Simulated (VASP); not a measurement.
Output of a VASP run:

OSZICAR:
```
       N       E                     dE             d eps       ncg     rms          rms(c)
DAV:   1     0.143874612539E+03    0.14387E+03   -0.84146E+03   568   0.121E+03
DAV:   2     0.118964209233E+01   -0.14268E+03   -0.13943E+03   590   0.322E+02
DAV:   3    -0.950436213401E+01   -0.10694E+02   -0.10573E+02   740   0.966E+01
DAV:   4    -0.971794557491E+01   -0.21358E+00   -0.21347E+00   622   0.168E+01
DAV:   5    -0.972527946167E+01   -0.73339E-02   -0.73337E-02   732   0.287E+00    0.291E+00
DAV:   6    -0.947258102364E+01    0.25270E+00   -0.66970E-01   834   0.690E+00    0.171E+00
DAV:   7    -0.946314707733E+01    0.94339E-02   -0.95248E-02   638   0.178E+00    0.870E-01
DAV:   8    -0.946175446201E+01    0.13926E-02   -0.87978E-03   668   0.119E+00    0.945E-02
DAV:   9    -0.946148691387E+01    0.26755E-03   -0.18181E-03   824   0.459E-01    0.415E-02
DAV:  10    -0.946149498277E+01   -0.80689E-05   -0.10658E-04   602   0.760E-02    0.144E-02
DAV:  11    -0.946149275439E+01    0.22284E-05   -0.17035E-05   714   0.470E-02    0.562E-03
DAV:  12    -0.946149264913E+01    0.10526E-06   -0.17747E-06   788   0.187E-02    0.805E-04
DAV:  13    -0.946149265096E+01   -0.18335E-08   -0.81680E-08   644   0.355E-03
   1 F= -.94614927E+01 E0= -.94614927E+01  d E =-.946149E+01
```

**OUTCAR**
```
------------------------ aborting loop because EDIFF is reached ----------------------------------------
  FORCE on cell =-STRESS in cart. coord.  units (eV):
  Direction    XX          YY          ZZ          XY          YZ          ZX
  --------------------------------------------------------------------------------------
  Total       -0.0119390     -0.0119390     -0.0119390     -0.0000000     -0.0000000     -0.0000000
  in kB       -0.3467322     -0.3467322     -0.3467322     -0.0000000     -0.0000000     -0.0000000
  external PRESSURE =      -0.3467322 kB  Pullay stress =       0.0000000 kB
  volume of cell :       55.17
      direct lattice vectors                 reciprocal lattice vectors
     0.000000000  3.021470962  3.021470962    -0.165482312  0.165482312  0.165482312
     3.021470962  0.000000000  3.021470962     0.165482312 -0.165482312  0.165482312
     3.021470962  3.021470962  0.000000000     0.165482312  0.165482312 -0.165482312
  FREE ENERGIE OF THE ION-ELECTRON SYSTEM (eV)
  ---------------------------------------------------
  free  energy   TOTEN  =        -9.4614926510 eV

  energy  without entropy=       -9.4614926510  energy(sigma->0) =       -9.46149265

 reached required accuracy - stopping structural energy minimisation
```
(Selected blocks of OUTCAR.)

POSCAR:
```
PbSe
1
    0.0000000000     3.0214709618     3.0214709618
    3.0214709618     0.0000000000     3.0214709618
    3.0214709618     3.0214709618     0.0000000000
Pb Se
1 1
Direct
  0.0000000000   0.0000000000   0.0000000000
  0.5000000000   0.5000000000   0.5000000000
```

### Question
Reconstruct the remaining input files.

### Answer
Several could match; the one computed here: the input of the run itself, LDA (Ceperley-Alder, Perdew-Zunger), plane waves, VASP's LDA PAW potentials (set 64).

INCAR:
```
ALGO = Normal
EDIFF = 1E-8
EDIFFG = -0.001
ENCUT = 400
IBRION = 1
ISIF = 2
ISMEAR = 0
LASPH = T
LCHARG = F
LMAXMIX = 4
LREAL = F
LWAVE = F
NELM = 100
NSW = 30
PREC = Accurate
SIGMA = 0.05
SYSTEM = PbSe
```

**KPOINTS**
```
Automatic mesh
0
Gamma
7 7 7
0 0 0
```

POTCAR, in this order: Pb_d Se (LDA.64 set). Program: vasp_std.

The compound is PbSe in the rock salt structure. It was relaxed first. The start is the result of an earlier pass.
